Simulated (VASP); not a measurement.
Calculation: r2SCAN+rVV10, VASP's PBE PAW potentials (set 64) (plane waves; VASP).

Input for VASP

POSCAR:
```
MoTe2
1
    1.7738457553    -3.0723905419     0.0000000000
    1.7738457553     3.0723905419    -0.0000000000
    0.0000000000     0.0000000000    14.1540295975
Te Mo
4 2
Direct
  0.3333330000   0.6666670000   0.8769724120
  0.6666670000   0.3333330000   0.3769724120
  0.6666670000   0.3333330000   0.1230275880
  0.3333330000   0.6666670000   0.6230275880
  0.3333330000   0.6666670000   0.2500000000
  0.6666670000   0.3333330000   0.7500000000
```

**INCAR**
```
SYSTEM = MoTe2
PREC = Accurate
ENCUT = 520
EDIFF = 1E-6
NELM = 100
ALGO = Normal
LREAL = .FALSE.
LASPH = .TRUE.
ISMEAR = 0
SIGMA = 0.05
METAGGA = R2SCAN
LUSE_VDW = .TRUE.
BPARAM = 11.95
CPARAM = 0.0093
LMIXTAU = .TRUE.
LMAXMIX = 4
LWAVE = .FALSE.
LCHARG = .FALSE.
IBRION = 2
ISIF = 3
NSW = 60
EDIFFG = -0.02
```

File KPOINTS:
```
Automatic
0
gamma
  7 7 2
0 0 0
```

POTCAR, in this order: Te Mo_sv (PBE.64 set). Program: vasp_std.

The run wrote:

File OUTCAR:
```
 ion  position               nearest neighbor table
   1  0.333  0.667  0.877-   6 2.72   6 2.72   6 2.72   4 3.59
   2  0.667  0.333  0.377-   5 2.72   5 2.72   5 2.72   3 3.59
   3  0.667  0.333  0.123-   5 2.72   5 2.72   5 2.72   2 3.59
   4  0.333  0.667  0.623-   6 2.72   6 2.72   6 2.72   1 3.59
   5  0.333  0.667  0.250-   2 2.72   3 2.72   2 2.72   3 2.72   2 2.72   3 2.72
   6  0.667  0.333  0.750-   1 2.72   4 2.72   1 2.72   4 2.72   1 2.72   4 2.72
  LATTYP: Found a hexagonal cell.
 ALAT       =     3.5476911373
 C/A-ratio  =     3.9896453918
 Subroutine PRICEL returns:
 Original cell was already a primitive cell.
 Subroutine GETGRP returns: Found 24 space group operations
The static configuration has the point symmetry D_3d.
 The point group associated with its full space group is D_6h.
The dynamic configuration has the point symmetry D_3d.
 Subroutine INISYM returns: Found 24 space group operations
 Subroutine IBZKPT returns following result:
 Found     16 irreducible k-points:

 Following reciprocal coordinates:
            Coordinates               Weight
  0.000000  0.000000  0.000000      1.000000
  0.142857 -0.000000  0.000000      6.000000
  0.285714  0.000000  0.000000      6.000000
  0.428571 -0.000000  0.000000      6.000000
  0.142857  0.142857  0.000000      6.000000
  0.285714  0.142857  0.000000     12.000000
  0.428571  0.142857  0.000000      6.000000
  0.285714  0.285714  0.000000      6.000000
  0.000000  0.000000  0.500000      1.000000
  0.142857 -0.000000  0.500000      6.000000
  0.285714  0.000000  0.500000      6.000000
  0.428571 -0.000000  0.500000      6.000000
  0.142857  0.142857  0.500000      6.000000
  0.285714  0.142857  0.500000     12.000000
  0.428571  0.142857  0.500000      6.000000
  0.285714  0.285714  0.500000      6.000000
   k-points           NKPTS =     16   k-points in BZ     NKDIM =     16   number of bands    NBANDS=     31
   number of dos      NEDOS =    301   number of ions     NIONS =      6
...
```

File OSZICAR:
```
       N       E                     dE             d eps       ncg     rms          rms(c)
DAV:   1     0.288709830582E+03    0.28871E+03   -0.28080E+04  1152   0.155E+03
DAV:   2    -0.145993217047E+03   -0.43470E+03   -0.42652E+03  1260   0.356E+02
DAV:   3    -0.169746598879E+03   -0.23753E+02   -0.23509E+02  1214   0.707E+01
DAV:   4    -0.170420918463E+03   -0.67432E+00   -0.67108E+00  1268   0.115E+01
DAV:   5    -0.170437333137E+03   -0.16415E-01   -0.16406E-01  1267   0.186E+00    0.241E+01
DAV:   6    -0.163012477844E+03    0.74249E+01   -0.96884E+00  1133   0.234E+01    0.861E+00
DAV:   7    -0.159205856082E+03    0.38066E+01   -0.40286E+00  1208   0.918E+00    0.476E+00
DAV:   8    -0.157629245860E+03    0.15766E+01   -0.22780E+00  1265   0.764E+00    0.438E+00
DAV:   9    -0.156241670937E+03    0.13876E+01   -0.25226E-01  1126   0.334E+00    0.201E+00
DAV:  10    -0.155369764217E+03    0.87191E+00   -0.48400E-01  1325   0.480E+00    0.507E-01
DAV:  11    -0.154599056833E+03    0.77071E+00   -0.11348E-01  1097   0.215E+00    0.629E-01
DAV:  12    -0.154677036766E+03   -0.77980E-01   -0.85129E-03  1182   0.516E-01    0.322E-01
DAV:  13    -0.154119861529E+03    0.55718E+00   -0.13381E-01   992   0.221E+00    0.240E-01
DAV:  14    -0.154249748916E+03   -0.12989E+00   -0.69637E-02  1020   0.167E+00    0.356E-01
DAV:  15    -0.154266445849E+03   -0.16697E-01   -0.48774E-03  1107   0.591E-01    0.391E-01
DAV:  16    -0.154279923329E+03   -0.13477E-01   -0.23082E-03  1140   0.380E-01    0.301E-01
DAV:  17    -0.154490898066E+03   -0.21097E+00   -0.70888E-02   992   0.154E+00    0.103E-01
DAV:  18    -0.154510341714E+03   -0.19444E-01   -0.12031E-02  1086   0.827E-01    0.108E-01
DAV:  19    -0.154510383450E+03   -0.41736E-04   -0.35974E-04  1292   0.882E-02    0.101E-01
DAV:  20    -0.154509861076E+03    0.52237E-03   -0.76196E-04  1028   0.208E-01    0.109E-01
DAV:  21    -0.154510309358E+03   -0.44828E-03   -0.10247E-04  1237   0.607E-02    0.117E-01
DAV:  22    -0.154510476815E+03   -0.16746E-03   -0.41635E-05  1111   0.446E-02    0.179E-01
DAV:  23    -0.154510638503E+03   -0.16169E-03   -0.43989E-04  1081   0.134E-01    0.501E-01
DAV:  24    -0.154511003514E+03   -0.36501E-03   -0.11522E-04  1141   0.820E-02    0.632E-01
DAV:  25    -0.154510875314E+03    0.12820E-03   -0.13484E-04  1097   0.653E-02    0.602E-01
DAV:  26    -0.154511123464E+03   -0.24815E-03   -0.50576E-04  1006   0.176E-01    0.456E-01
DAV:  27    -0.154511054211E+03    0.69253E-04   -0.12080E-04  1101   0.817E-02    0.400E-01
DAV:  28    -0.154511109199E+03   -0.54988E-04   -0.11623E-04  1022   0.888E-02    0.266E-01
DAV:  29    -0.154511139783E+03   -0.30584E-04   -0.67423E-05  1223   0.468E-02    0.197E-01
DAV:  30    -0.154511140787E+03   -0.10043E-05   -0.24515E-05  1123   0.289E-02    0.158E-01
DAV:  31    -0.154511122768E+03    0.18019E-04   -0.54944E-05  1072   0.423E-02    0.112E-01
DAV:  32    -0.154511139402E+03   -0.16634E-04   -0.49340E-05  1060   0.453E-02    0.574E-02
DAV:  33    -0.154511141926E+03   -0.25239E-05   -0.66138E-06   962   0.163E-02    0.350E-02
DAV:  34    -0.154511146477E+03   -0.45513E-05   -0.48915E-06   884   0.183E-02    0.228E-02
DAV:  35    -0.154511147878E+03   -0.14002E-05   -0.16656E-06   690   0.772E-03    0.138E-02
DAV:  36    -0.154511148634E+03   -0.75672E-06   -0.66102E-07   517   0.494E-03
   1 F= -.15451115E+03 E0= -.15451115E+03  d E =-.154511E+03
       N       E                     dE             d eps       ncg     rms          rms(c)
DAV:   1    -0.154511278132E+03   -0.13025E-03   -0.59850E-03   992   0.424E-01    0.783E-02
DAV:   2    -0.154511250274E+03    0.27858E-04   -0.33914E-04  1089   0.987E-02    0.345E-02
DAV:   3    -0.154511255138E+03   -0.48641E-05   -0.35391E-05  1275   0.338E-02    0.147E-02
DAV:   4    -0.154511253184E+03    0.19538E-05   -0.14458E-05  1129   0.190E-02    0.101E-02
DAV:   5    -0.154511255095E+03   -0.19109E-05   -0.32743E-06   788   0.933E-03    0.246E-03
DAV:   6    -0.154511254370E+03    0.72503E-06   -0.67582E-07   524   0.486E-03
   2 F= -.15451125E+03 E0= -.15451125E+03  d E =-.105735E-03
```

File OUTCAR:
```
------------------------ aborting loop because EDIFF is reached ----------------------------------------
  FORCE on cell =-STRESS in cart. coord.  units (eV):
  Direction    XX          YY          ZZ          XY          YZ          ZX
  --------------------------------------------------------------------------------------
  Total        0.0220500      0.0220500      0.0885709      0.0000000      0.0000000      0.0000000
  in kB        0.2289751      0.2289751      0.9197516      0.0000000      0.0000000      0.0000000
  external PRESSURE =       0.4592339 kB  Pullay stress =       0.0000000 kB
  volume of cell :      154.29
      direct lattice vectors                 reciprocal lattice vectors
     1.773618230 -3.071996457 -0.000000000     0.281909597 -0.162760604 -0.000000000
     1.773618230  3.071996457 -0.000000000     0.281909597  0.162760604 -0.000000000
     0.000000000  0.000000000 14.158603838     0.000000000  0.000000000  0.070628433
 POSITION                                       TOTAL-FORCE (eV/Angst)
 -----------------------------------------------------------------------------------
      1.77362      1.02400     12.41555        -0.000000     -0.000000     -0.012878
      1.77362     -1.02400      5.33625         0.000000     -0.000000     -0.012878
      1.77362     -1.02400      1.74306        -0.000000     -0.000000      0.012878
      1.77362      1.02400      8.82236         0.000000     -0.000000      0.012878
      1.77362      1.02400      3.53965        -0.000000     -0.000000      0.000000
      1.77362     -1.02400     10.61895         0.000000      0.000000      0.000000
 -----------------------------------------------------------------------------------
    total drift:                                0.000000      0.001623     -0.000023
  FREE ENERGIE OF THE ION-ELECTRON SYSTEM (eV)
  ---------------------------------------------------
  free  energy   TOTEN  =      -154.5112543698 eV

  energy  without entropy=     -154.5112543698  energy(sigma->0) =     -154.51125437

 reached required accuracy - stopping structural energy minimisation
```
(Selected blocks of OUTCAR.)

File CONTCAR:
```
MoTe2
   1.00000000000000
     1.7736182300766847   -3.0719964568190901   -0.0000000000000000
     1.7736182300766847    3.0719964568190901   -0.0000000000000000
     0.0000000000000000    0.0000000000000000   14.1586038379925121
  Te              Mo
     4     2
Direct
     0.3333330000000032    0.6666669999999968    0.8768906612081795
     0.6666669999999968    0.3333330000000032    0.3768906612081795
     0.6666669999999968    0.3333330000000032    0.1231093387918205
     0.3333330000000032    0.6666669999999968    0.6231093387918205
     0.3333330000000032    0.6666669999999968    0.2500000000000000
     0.6666669999999968    0.3333330000000032    0.7500000000000000
```

The compound is MoTe2 in the 2H layered structure. This run relaxes it. Symmetry was kept, so distortions that lower it aren't found. The start is the result of an earlier pass.
